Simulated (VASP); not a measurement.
Input:

```yaml
crystal:
  lattice:
    - [4.52093, 0.00000, 0.00000]
    - [0.00000, 9.04743, 0.00000]
    - [0.00000, 0.00000, 6.35104]
  atoms:
    - { symbol: Cd, position: [0.00000, 0.00000, 0.97737] }
    - { symbol: Cd, position: [0.50000, 0.76229, 0.50881] }
    - { symbol: Cd, position: [0.50000, 0.23771, 0.50881] }
    - { symbol: Cd, position: [0.00000, 0.50000, 0.00626] }
    - { symbol: Te, position: [0.00000, 0.75679, 0.24973] }
    - { symbol: Te, position: [0.00000, 0.24321, 0.24973] }
    - { symbol: Te, position: [0.50000, 0.50000, 0.74730] }
    - { symbol: Se, position: [0.50000, 0.00000, 0.75202] }
```

Method: PBEsol GGA, VASP's PBE PAW potentials (set 64) (plane waves; VASP). Run with 400 eV cut-off, Gaussian smearing of 0.050 eV, potentials Cd Te Se.

Unless said otherwise, spin-orbit coupling is left out, though it shifts the bands of the heavy elements here.

Task: Give the energies of bands 28 to 41 at the high-symmetry points, in eV from the valence-band maximum.

Result: 
```csv
band,Γ,X,S,Y,Z,U,R,T
28,-2.23,-3.80,-3.90,-2.68,-2.65,-4.24,-4.23,-3.57
29,-2.22,-2.33,-2.28,-2.16,-1.59,-2.42,-2.39,-1.57
30,-2.06,-2.24,-2.15,-2.08,-1.40,-2.41,-2.18,-1.23
31,-1.98,-1.98,-2.03,-1.92,-1.00,-2.37,-2.10,-1.23
32,-1.04,-1.91,-1.95,-1.45,-0.99,-2.26,-2.01,-1.14
33,-0.70,-1.91,-1.84,-0.95,-0.85,-1.04,-1.50,-0.90
34,-0.08,-1.85,-1.70,-0.72,-0.79,-0.84,-1.39,-0.84
35,-0.06,-1.04,-1.66,-0.37,-0.76,-0.81,-1.25,-0.83
36,0.00,-0.71,-1.52,-0.06,-0.66,-0.67,-1.19,-0.81
37,0.48,2.50,3.33,1.93,1.57,1.58,3.08,2.16
38,2.47,2.55,3.34,2.30,2.00,1.96,3.08,2.56
39,2.72,2.75,3.35,2.88,2.92,4.29,3.37,2.68
40,3.11,2.79,3.38,3.02,3.02,4.35,3.45,2.78
41,3.31,3.00,3.47,4.17,3.17,4.53,4.41,4.58
```

The gap is direct, 0.49 eV, from the valence maximum at Γ to the conduction minimum at Γ.

The structure comes from a computed database's Cd4Te3Se entry (Pmm2); how it stands against other phases isn't given here. It was relaxed first.
